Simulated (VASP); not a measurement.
Computed with PBE GGA, VASP's PBE PAW potentials (set 64) (plane waves; VASP).

VASP input:

POSCAR:
```
MoS2
1
    1.5914768554     0.9188391007     6.7655853458
   -1.5914768554     0.9188391007     6.7655853458
    0.0000000000    -1.8376793138     6.7655853617
Mo S
1 2
Direct
  0.0000006791   0.0000006791   0.0000006791
  0.7436039767   0.7436039767   0.7436039767
  0.5896953442   0.5896953442   0.5896953442
```

**KPOINTS**
```
K-points
0
Gamma
 7 7 7
```

**INCAR**
```
! general
SYSTEM =MoS2
PREC   =Accurate
ENCUT  =400   ! plane-wave cut-off (eV)
LREAL  =.FALSE.   ! projection in real space or not
LASPH  =.TRUE.   ! aspherical one-centre terms

! electronic loop
EDIFF  =1E-6
NELM   =100
ALGO   =Normal
LMAXMIX=4

! smearing
ISMEAR =0   ! Gaussian
SIGMA  =0.05

! functional
GGA    =PE   ! PBE

! output
LWAVE  =.FALSE.
LCHARG =.TRUE.
```

POTCAR, in this order: Mo_sv S (PBE.64 set). Program: vasp_std.

The resulting files:

**OUTCAR**
```
 ion  position               nearest neighbor table
   1  0.000  0.000  0.000-   2 2.41   2 2.41   2 2.41   3 2.41   3 2.41   3 2.41
   2  0.744  0.744  0.744-   1 2.41   1 2.41   1 2.41
   3  0.590  0.590  0.590-   1 2.41   1 2.41   1 2.41
  LATTYP: Found a trigonal (rhomboedric) cell.
 ALAT       =     7.0107210004
 COS(alpha) =     0.8969364064
 Subroutine PRICEL returns:
 Original cell was already a primitive cell.
 Subroutine GETGRP returns: Found  6 space group operations
The static configuration has the point symmetry C_3v.
The dynamic configuration has the point symmetry C_3v.
 Subroutine INISYM returns: Found  6 space group operations
 Subroutine IBZKPT returns following result:
 Found     44 irreducible k-points:

 Following reciprocal coordinates:
            Coordinates               Weight
  0.000000  0.000000  0.000000      1.000000
  0.142857  0.000000  0.000000      6.000000
  0.285714 -0.000000  0.000000      6.000000
  0.428571 -0.000000  0.000000      6.000000
  0.142857  0.142857  0.000000      6.000000
  0.285714  0.142857  0.000000     12.000000
  0.428571  0.142857  0.000000     12.000000
 -0.428571  0.142857 -0.000000     12.000000
 -0.285714  0.142857  0.000000     12.000000
 -0.142857  0.142857  0.000000      6.000000
  0.285714  0.285714  0.000000      6.000000
  0.428571  0.285714  0.000000     12.000000
 -0.428571  0.285714  0.000000     12.000000
 -0.285714  0.285714  0.000000      6.000000
  0.428571  0.428571  0.000000      6.000000
 -0.428571  0.428571  0.000000      6.000000
  0.142857  0.142857  0.142857      2.000000
  0.285714  0.142857  0.142857      6.000000
  0.428571  0.142857  0.142857      6.000000
 -0.428571  0.142857  0.142857      6.000000
 -0.285714  0.142857  0.142857      6.000000
 -0.142857  0.142857  0.142857      6.000000
  0.285714  0.285714  0.142857      6.000000
  0.428571  0.285714  0.142857     12.000000
 -0.428571  0.285714  0.142857     12.000000
 -0.285714  0.285714  0.142857     12.000000
 -0.142857  0.285714  0.142857     12.000000
  0.428571  0.428571  0.142857      6.000000
 -0.428571  0.428571  0.142857     12.000000
 -0.285714  0.428571  0.142857     12.000000
 -0.142857  0.428571  0.142857     12.000000
 -0.428571 -0.428571  0.142857      6.000000
 -0.285714 -0.428571  0.142857     12.000000
 -0.285714 -0.285714  0.142857      6.000000
  0.285714  0.285714  0.285714      2.000000
  0.428571  0.285714  0.285714      6.000000
 -0.428571  0.285714  0.285714      6.000000
 -0.285714  0.285714  0.285714      6.000000
  0.428571  0.428571  0.285714      6.000000
 -0.428571  0.428571  0.285714     12.000000
   k-points           NKPTS =     44   k-points in BZ     NKDIM =     44   number of bands    NBANDS=     17
   number of dos      NEDOS =    301   number of ions     NIONS =      3
   total plane-waves  NPLWV = 110592
   dimension x,y,z NGX =    48 NGY =   48 NGZ =   48
   dimension x,y,z NGXF=    96 NGYF=   96 NGZF=   96
   ions per type =               1   2
   PREC   = accura    normal or accurate (medium, high low for compatibility)
   ISTART =      0    job   : 0-new  1-cont  2-samecut
   ICHARG =      2    charge: 1-file 2-atom 10-const
   ISPIN  =      1    spin polarized calculation?
   LNONCOLLINEAR =      F non collinear calculations
   LSORBIT =      F    spin-orbit coupling
   INIWAV =      1    electr: 0-lowe 1-rand  2-diag
   ENCUT  =  400.0 eV  29.40 Ry    5.42 a.u.  11.43 11.43 11.43*2*pi/ulx,y,z
   NELM   =    100;   NELMIN=  2; NELMDL= -5     # of ELM steps
   EDIFF  = 0.1E-05   stopping-criterion for ELM
   LREAL  =      F    real-space projection
...
```

OSZICAR:
```
       N       E                     dE             d eps       ncg     rms          rms(c)
DAV:   1     0.146657314567E+03    0.14666E+03   -0.11991E+04  1616   0.117E+03
DAV:   2    -0.180535109940E+02   -0.16471E+03   -0.16231E+03  1995   0.303E+02
DAV:   3    -0.232899649485E+02   -0.52365E+01   -0.52062E+01  1820   0.522E+01
DAV:   4    -0.233602811761E+02   -0.70316E-01   -0.70172E-01  1918   0.610E+00
DAV:   5    -0.233614097930E+02   -0.11286E-02   -0.11285E-02  1837   0.709E-01    0.238E+01
DAV:   6    -0.222637021244E+02    0.10977E+01   -0.12707E+01  1631   0.234E+01    0.919E+00
DAV:   7    -0.219525898637E+02    0.31111E+00   -0.47452E+00  1636   0.134E+01    0.562E+00
DAV:   8    -0.218488253066E+02    0.10376E+00   -0.57522E-01  1595   0.519E+00    0.187E+00
DAV:   9    -0.218502785453E+02   -0.14532E-02   -0.29413E-02  1865   0.113E+00    0.631E-01
DAV:  10    -0.218487543842E+02    0.15242E-02   -0.14384E-02  1534   0.865E-01    0.188E-01
DAV:  11    -0.218487732293E+02   -0.18845E-04   -0.52954E-04  1563   0.183E-01    0.736E-02
DAV:  12    -0.218487576568E+02    0.15572E-04   -0.24653E-04  1595   0.108E-01    0.430E-02
DAV:  13    -0.218487899476E+02   -0.32291E-04   -0.84838E-05  1524   0.577E-02    0.159E-02
DAV:  14    -0.218487909551E+02   -0.10075E-05   -0.56358E-06  1861   0.160E-02    0.494E-03
DAV:  15    -0.218487909908E+02   -0.35734E-07   -0.12036E-06  1071   0.758E-03
   1 F= -.21848791E+02 E0= -.21848791E+02  d E =-.134461E-17
```

### OUTCAR
```
------------------------ aborting loop because EDIFF is reached ----------------------------------------
  FORCE on cell =-STRESS in cart. coord.  units (eV):
  Direction    XX          YY          ZZ          XY          YZ          ZX
  --------------------------------------------------------------------------------------
  Total       -0.0068479     -0.0068479      0.0299402      0.0000000     -0.0000000     -0.0000000
  in kB       -0.1848287     -0.1848287      0.8081076      0.0000000     -0.0000000     -0.0000000
  external PRESSURE =       0.1461501 kB  Pullay stress =       0.0000000 kB
  volume of cell :       59.36
      direct lattice vectors                 reciprocal lattice vectors
     1.591476855  0.918839101  6.765585346     0.314173592  0.181388232  0.049268967
    -1.591476855  0.918839101  6.765585346    -0.314173592  0.181388232  0.049268967
     0.000000000 -1.837679314  6.765585362     0.000000000 -0.362776462  0.049268937
 POSITION                                       TOTAL-FORCE (eV/Angst)
 -----------------------------------------------------------------------------------
      0.00000     -0.00000      0.00001         0.000000      0.000000     -0.008629
      0.00000     -0.00000     15.09275         0.000000     -0.000000      0.002496
      0.00000     -0.00000     11.96890         0.000000     -0.000000      0.006133
 -----------------------------------------------------------------------------------
    total drift:                               -0.000000      0.000003     -0.000026
  FREE ENERGIE OF THE ION-ELECTRON SYSTEM (eV)
  ---------------------------------------------------
  free  energy   TOTEN  =       -21.8487909908 eV

  energy  without entropy=      -21.8487909908  energy(sigma->0) =      -21.84879099
```
(Selected blocks of OUTCAR.)

Without a dispersion term in the relaxation, distances and binding between the weakly bound layers, chains or molecules are unreliable, and so is what depends on them.

The structure was generated: MoS2 was put into the 3R-MoS2 type (R3m), which need not be its known phase. It was relaxed first, which changed the volume by +12 %.
